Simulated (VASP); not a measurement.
Set up this calculation in VASP 6.6.1, as the native input.

```
Task                   : single point
Functional             : PBE
Potentials or basis    : VASP PAW PBE potentials, release 64 (Nb_sv, P)
Cutoff                 : 520 eV
k mesh                 : 14 × 14 × 14
Occupations            : gaussian, width 0.1 eV
Spin                   : no spin polarisation
Further INCAR settings : ALGO = Normal; EDIFF = 1e-07; NBANDS = 26
```

The structure of NbP lies in POSCAR:

```
NbP
1.0
   -1.6749232500      1.6749232500      5.7401081800
    1.6749232500     -1.6749232500      5.7401081800
    1.6749232500      1.6749232500     -5.7401081800
Nb P
2 2
Direct
    0.7498808000      0.7498808000      0.0000000000
    0.4998808000      0.9998808000      0.5000000000
    0.3327477700      0.3327477700      0.0000000000
    0.0827477800      0.5827477800      0.5000000000
```

The cell is a database's computed one.

One way to write it, as run:

INCAR

```
SYSTEM = NbP
PREC = Accurate
ENCUT = 520
EDIFF = 1E-7
ISMEAR = 0
SIGMA = 0.1
LREAL = .False.
LASPH = .True.
NELM = 80
ALGO = Normal
ISIF = 2
LWAVE = .False.
LCHARG = .False.
GGA = PE
NBANDS = 26
```

KPOINTS

```
Automatic mesh
0
Gamma
  14 14 14
  0 0 0
```

Potentials or basis: VASP PAW PBE potentials, release 64 (Nb_sv, P).

Launch:

```bash
$ cat potpaw_PBE.64/Nb_sv/POTCAR potpaw_PBE.64/P/POTCAR > POTCAR
$ mpirun -np 1 vasp_std > vasp.out
```

It gave:

```json
{
 "Pressure": "-1.5 GPa",
 "Largest force": "0.012 eV/Å",
 "Band gap on the k mesh": "none (metal or under the smearing width)"
}
```

It took 13 min on 1 thread of Intel(R) Xeon(R) Platinum 8259CL CPU @ 2.50GHz (Skylake/Cascade Lake), with other jobs on the host, peak memory 0.56 GiB.
